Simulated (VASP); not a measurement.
Input:

```xyz
2
Lattice="3.1057 0.0000 0.0000 0.0000 3.1057 0.0000 0.0000 0.0000 3.1057" Properties=species:S:1:pos:R:3 pbc="T T T"
Mo     0.0000     0.0000     0.0000
Ge     1.5529     1.5529     1.5529
```

Method: r2SCAN meta-GGA, VASP's PBE PAW potentials (set 64) (plane waves; VASP 6.6.1). Numerical set-up: 400 eV cut-off, 11×11×11 Γ-centred mesh, first-order Methfessel-Paxton smearing of 0.10 eV, potentials Mo_sv Ge_d.

Problem. What does the run give for the energy per atom (σ→0), band gap (on the k-mesh) with the smallest direct gap where there is one?

Solution. 
- band gap (on the k-mesh) = none (metal, semimetal or under 0.01 eV)
- energy per atom (σ→0) = -19.790 eV/atom

The structure was generated: GeMo was put into the CsCl type (Pm-3m), which need not be its known phase. It was relaxed first, which changed the volume by -6 %. The start is the result of an earlier pass.
